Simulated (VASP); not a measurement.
Computed with r2SCAN meta-GGA, VASP's PBE PAW potentials (set 64) (plane waves; VASP).

VASP input:

### POSCAR
```
SnO
1
    2.6952107181    -2.6952869053    -0.0000000000
    2.6952107181     2.6952869053     0.0000000000
    0.0000000000    -0.0000000000     9.8073598827
Sn O
4 4
Direct
  0.7436840099   0.2563159901   0.8676291443
  0.2563159901   0.7436840099   0.1323708557
  0.7563159901   0.2436840099   0.3676291443
  0.2436840099   0.7563159901   0.6323708557
  0.2560933744   0.2439066256   0.2500000000
  0.7439066256   0.7560933744   0.7500000000
  0.2439066256   0.2560933744   0.7500000000
  0.7560933744   0.7439066256   0.2500000000
```

INCAR:
```
SYSTEM = SnO
PREC = Accurate
ENCUT = 520
EDIFF = 1E-6
NELM = 100
ALGO = Normal
LREAL = .FALSE.
LASPH = .TRUE.
ISMEAR = 0
SIGMA = 0.05
METAGGA = R2SCAN
LMIXTAU = .TRUE.
LMAXMIX = 4
LWAVE = .FALSE.
LCHARG = .FALSE.
IBRION = 2
ISIF = 3
NSW = 60
EDIFFG = -0.02
```

KPOINTS:
```
Automatic mesh
0
Gamma
5 5 2
0 0 0
```

POTCAR, in this order: Sn_d O (PBE.64 set). Program: vasp_std.

The run wrote:

### OSZICAR
```
       N       E                     dE             d eps       ncg     rms          rms(c)
DAV:   1     0.994060884287E+03    0.99406E+03   -0.39531E+04  1904   0.261E+03
DAV:   2     0.690596355545E+02   -0.92500E+03   -0.89059E+03  1744   0.754E+02
DAV:   3    -0.140764586625E+03   -0.20982E+03   -0.20128E+03  2040   0.265E+02
DAV:   4    -0.157704476913E+03   -0.16940E+02   -0.16748E+02  2040   0.803E+01
DAV:   5    -0.158312038929E+03   -0.60756E+00   -0.60736E+00  1952   0.158E+01    0.155E+01
DAV:   6    -0.143124213554E+03    0.15188E+02   -0.24317E+01  2520   0.496E+01    0.627E+00
DAV:   7    -0.135665867069E+03    0.74583E+01   -0.52596E+00  1960   0.123E+01    0.395E+00
DAV:   8    -0.140119417644E+03   -0.44536E+01   -0.18094E+00  2216   0.123E+01    0.150E+00
DAV:   9    -0.132086532254E+03    0.80329E+01   -0.15899E+00  2008   0.111E+01    0.125E+00
DAV:  10    -0.133307661038E+03   -0.12211E+01   -0.93136E-01  1928   0.482E+00    0.541E-01
DAV:  11    -0.133406508706E+03   -0.98848E-01   -0.46880E-02  2424   0.128E+00    0.480E-01
DAV:  12    -0.133698215470E+03   -0.29171E+00   -0.11419E-01  1976   0.245E+00    0.255E-01
DAV:  13    -0.133756272359E+03   -0.58057E-01   -0.79582E-02  2016   0.207E+00    0.275E-01
DAV:  14    -0.133782390071E+03   -0.26118E-01   -0.35318E-02  1744   0.136E+00    0.245E-01
DAV:  15    -0.133783230281E+03   -0.84021E-03   -0.79975E-04  2264   0.167E-01    0.250E-01
DAV:  16    -0.133779924066E+03    0.33062E-02   -0.28666E-04  1824   0.113E-01    0.260E-01
DAV:  17    -0.133798137256E+03   -0.18213E-01   -0.15093E-02  2720   0.103E+00    0.228E-01
DAV:  18    -0.133801505746E+03   -0.33685E-02   -0.27421E-03  1936   0.345E-01    0.215E-01
DAV:  19    -0.133803215382E+03   -0.17096E-02   -0.27715E-03  2032   0.294E-01    0.934E-02
DAV:  20    -0.133803186350E+03    0.29032E-04   -0.61154E-04  2488   0.130E-01    0.339E-02
DAV:  21    -0.133803301206E+03   -0.11486E-03   -0.15992E-04  1744   0.816E-02    0.410E-02
DAV:  22    -0.133803328178E+03   -0.26972E-04   -0.14555E-05  2088   0.295E-02    0.371E-02
DAV:  23    -0.133803357650E+03   -0.29472E-04   -0.80496E-05  2016   0.560E-02    0.192E-02
DAV:  24    -0.133803358415E+03   -0.76473E-06   -0.83793E-06  1648   0.309E-02
   1 F= -.13380336E+03 E0= -.13380336E+03  d E =-.133803E+03
       N       E                     dE             d eps       ncg     rms          rms(c)
DAV:   1    -0.133804439862E+03   -0.10822E-02   -0.10997E-01  2568   0.220E+00    0.188E-01
DAV:   2    -0.133803762942E+03    0.67692E-03   -0.29638E-03  2336   0.501E-01    0.729E-02
DAV:   3    -0.133803701208E+03    0.61734E-04   -0.58532E-04  1984   0.286E-01    0.226E-02
DAV:   4    -0.133803629478E+03    0.71731E-04   -0.24055E-04  2088   0.139E-01    0.100E-02
DAV:   5    -0.133803716974E+03   -0.87497E-04   -0.10061E-04  1744   0.647E-02    0.706E-03
DAV:   6    -0.133803716702E+03    0.27236E-06   -0.64639E-06  1896   0.169E-02
   2 F= -.13380372E+03 E0= -.13380372E+03  d E =-.358287E-03
       N       E                     dE             d eps       ncg     rms          rms(c)
DAV:   1    -0.133804178472E+03   -0.46150E-03   -0.50822E-02  2568   0.149E+00    0.124E-01
DAV:   2    -0.133803876948E+03    0.30152E-03   -0.13356E-03  2352   0.345E-01    0.505E-02
DAV:   3    -0.133803854755E+03    0.22193E-04   -0.29668E-04  1968   0.202E-01    0.153E-02
DAV:   4    -0.133803820280E+03    0.34474E-04   -0.12843E-04  2072   0.938E-02    0.763E-03
DAV:   5    -0.133803864553E+03   -0.44273E-04   -0.46372E-05  1744   0.436E-02    0.491E-03
DAV:   6    -0.133803864475E+03    0.77844E-07   -0.29373E-06  1552   0.121E-02
   3 F= -.13380386E+03 E0= -.13380386E+03  d E =-.506061E-03
```

File OUTCAR:
```
------------------------ aborting loop because EDIFF is reached ----------------------------------------
  FORCE on cell =-STRESS in cart. coord.  units (eV):
  Direction    XX          YY          ZZ          XY          YZ          ZX
  --------------------------------------------------------------------------------------
  Total       -0.0132574     -0.0208623      0.0735392      0.0000000      0.0000000      0.0000000
  in kB       -0.1488024     -0.2341612      0.8254142      0.0000000      0.0000000      0.0000000
  external PRESSURE =       0.1474836 kB  Pullay stress =       0.0000000 kB
  volume of cell :      142.74
      direct lattice vectors                 reciprocal lattice vectors
     2.697393527 -2.697762032 -0.000000000     0.185364128 -0.185338808  0.000000000
     2.697393527  2.697762032  0.000000000     0.185364128  0.185338808  0.000000000
     0.000000000  0.000000000  9.807985332     0.000000000 -0.000000000  0.101957738
 POSITION                                       TOTAL-FORCE (eV/Angst)
 -----------------------------------------------------------------------------------
      2.69739     -1.31660      8.50687         0.000000     -0.018292     -0.001759
      2.69739      1.31660      1.30111         0.000000      0.018292      0.001759
      2.69739     -1.38116      3.60288         0.000000      0.018292     -0.001759
      2.69739      1.38116      6.20510         0.000000     -0.018292      0.001759
      1.34870     -0.03177      2.45200         0.000000      0.016231      0.000000
      4.04609      0.03177      7.35599         0.000000     -0.016231     -0.000000
      1.34870      0.03177      7.35599         0.000000     -0.016231      0.000000
      4.04609     -0.03177      2.45200         0.000000      0.016231      0.000000
 -----------------------------------------------------------------------------------
    total drift:                                0.000000     -0.000000      0.000000
  FREE ENERGIE OF THE ION-ELECTRON SYSTEM (eV)
  ---------------------------------------------------
  free  energy   TOTEN  =      -133.8038644754 eV

  energy  without entropy=     -133.8038644754  energy(sigma->0) =     -133.80386448

 reached required accuracy - stopping structural energy minimisation
```
(Selected blocks of OUTCAR.)

### CONTCAR
```
SnO
   1.00000000000000
     2.6973935270293454   -2.6977620324812288   -0.0000000000000000
     2.6973935270293454    2.6977620324812288    0.0000000000000000
     0.0000000000000000    0.0000000000000000    9.8079853318513077
  Sn              O
     4     4
Direct
     0.7440169437666494    0.2559830562333505    0.8673416930277179
     0.2559830562333505    0.7440169437666494    0.1326583069722821
     0.7559830562333506    0.2440169437666495    0.3673416930277179
     0.2440169437666495    0.7559830562333506    0.6326583069722821
     0.2558875653700264    0.2441124346299736    0.2500000000000000
     0.7441124346299736    0.7558875653700264    0.7500000000000000
     0.2441124346299736    0.2558875653700264    0.7500000000000000
     0.7558875653700264    0.7441124346299736    0.2500000000000000
```

The structure comes from a computed database's SnO entry (Cmce); how it stands against other phases isn't given here. This run relaxes it. Symmetry was kept, so distortions that lower it aren't found. The start is the result of an earlier pass.
